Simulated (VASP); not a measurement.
Na4SrCaSi2: equation of state with PBE

Na4SrCaSi2:

```
Sr Ca Si Na
1.0
     5.29914    0.00000    0.00000
     0.00000    5.29914    0.00000
     0.00000    0.00000    7.43171
Sr Ca Si Na
1 1 2 4
Cartesian
  0.0000 0.0000 0.0000
  2.6496 2.6496 3.7159
  0.0000 2.6496 1.9150
  2.6496 0.0000 5.5167
  0.0000 0.0000 3.7159
  2.6496 2.6496 0.0000
  0.0000 2.6496 5.5227
  2.6496 0.0000 1.9090
```

The cell comes from a database or a generator and needn't be the stable form of this composition.

```yaml
Program: VASP 6.6.1
Task: equation of state
Functional: PBE
Potentials_or_basis: VASP PAW PBE potentials, release 64 (Sr_sv, Ca_sv, Si, Na_pv)
Cutoff: 520 eV
k_mesh: 5 × 5 × 4
Occupations: fermi-dirac, width 0.05 eV
Spin: no spin polarisation
Further_INCAR_settings: ALGO = Normal; EDIFF = 1e-07; NBANDS = 38
```

```yaml
Equilibrium_volume: 26.15 Å³/atom
Bulk_modulus_at_fixed_shape_and_positions: 26 GPa
Pressure_derivative_of_the_bulk_modulus: 4.2
```

Energy against volume, from the lowest point:
```
volume (Å³/atom)  energy (meV/atom)
          24.521               9.09
          25.043               4.03
          25.564               1.07
          26.086               0.00
          26.608               0.63
          27.130               2.79
          27.651               6.34
```

All runs of the series together: 18 min on 1 thread of Intel(R) Xeon(R) Platinum 8259CL CPU @ 2.50GHz (Skylake/Cascade Lake), with other jobs on the host.

Caveat: the cell was scaled at fixed shape and fractional positions, which overstates the stiffness of a crystal with free parameters, most of all of layers and chains.
